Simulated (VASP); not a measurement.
Given:

```yaml
crystal:
  lattice:
    - [1.86480, -3.22992, 0.00000]
    - [1.86480, 3.22992, 0.00000]
    - [0.00000, 0.00000, 7.84243]
  atoms:
    - { symbol: Sn, position: [0.00000, 0.00000, 0.00000] }
    - { symbol: S, position: [0.33333, 0.66667, 0.18867] }
    - { symbol: S, position: [0.66667, 0.33333, 0.81133] }
```

Computed with revPBE GGA, VASP's PBE PAW potentials (set 64) (plane waves; VASP 6.6.1). Run with 520 eV cut-off, 8×8×3 Γ-centred mesh, tetrahedra with Blöchl corrections, potentials Sn_d S.

Without a dispersion term in the relaxation, distances and binding between the weakly bound layers, chains or molecules are unreliable, and so is what depends on them.

Question: Predict the energy per atom (σ→0).

Answer: 
```
Quantity                        Value
---------------------  --------------
energy per atom (σ→0)  -4.147 eV/atom
```

The compound is SnS2 in the 1T layered structure. It was relaxed first, which changed the volume by +39 %.
